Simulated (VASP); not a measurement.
An input for Ansatz (written as the equivalent of a VASP run, and not itself run):

Ansatz 0.2 input:
```yaml
crystal:
  lattice:
    - [1.4298906, -2.4766433, 0.0000000]
    - [1.4298906, 2.4766433, 0.0000000]
    - [0.0000000, 0.0000000, 4.5316397]
  atoms:
    - { symbol: Ti, position: [0.3333330, 0.6666670, 0.2500000] }
    - { symbol: Ti, position: [0.6666670, 0.3333330, 0.7500000] }
kpoints:
  mp_grid: { grid: [15, 15, 8] }
hamiltonian:
  xc: pbesol
  pseudopotentials: { kind: paw }
scf:
  occupations: { method: methfessel_paxton, width: 0.1 }
  max_iter: 100
relax:
  max_steps: 40
  f_tol: 0.02
  cell: { p_target: 5 }
output: { forces: true, stress: true, eigenvalues: true }
```

Question: Write the VASP files for the same calculation (PBEsol).

Answer: Several could match; the one computed here: 
**POSCAR**
```
Ti
1
    1.4298906341    -2.4766432825     0.0000000000
    1.4298906341     2.4766432825     0.0000000000
    0.0000000000    -0.0000000000     4.5316397399
Ti
2
Direct
  0.3333330000   0.6666670000   0.2500000000
  0.6666670000   0.3333330000   0.7500000000
```

### KPOINTS
```
kpoints
0
gamma
15 15 8
```

### INCAR
```
! general
SYSTEM   =  Ti
PREC     =  Accurate
ENCUT    =  500
LREAL    =  .FALSE.
LASPH    =  .TRUE.

! electronic loop
EDIFF    =  1E-6
NELM     =  100
ALGO     =  Normal
LMAXMIX  =  4

! smearing
ISMEAR   =  1
SIGMA    =  0.1

! functional
GGA      =  PS

! ions
IBRION   =  2
NSW      =  40
ISIF     =  3
EDIFFG   =  -0.02
PSTRESS  =  50

! output
LWAVE    =  .FALSE.
LCHARG   =  .FALSE.
```

POTCAR, in this order: Ti_sv (PBE.64 set). Program: vasp_std.

Limits of the translation: each code has its own PAW files, so the cut-off isn't converted (ENCUT is set for VASP's; basis.ecutwfc is left out, and Ansatz then takes the one that its files recommend); Ansatz stops its SCF on the density residual and VASP on the energy change (EDIFF).

The compound is Ti in the hcp structure. This run relaxes it under an external pressure of 5 GPa. Symmetry was kept, so distortions that lower it aren't found.
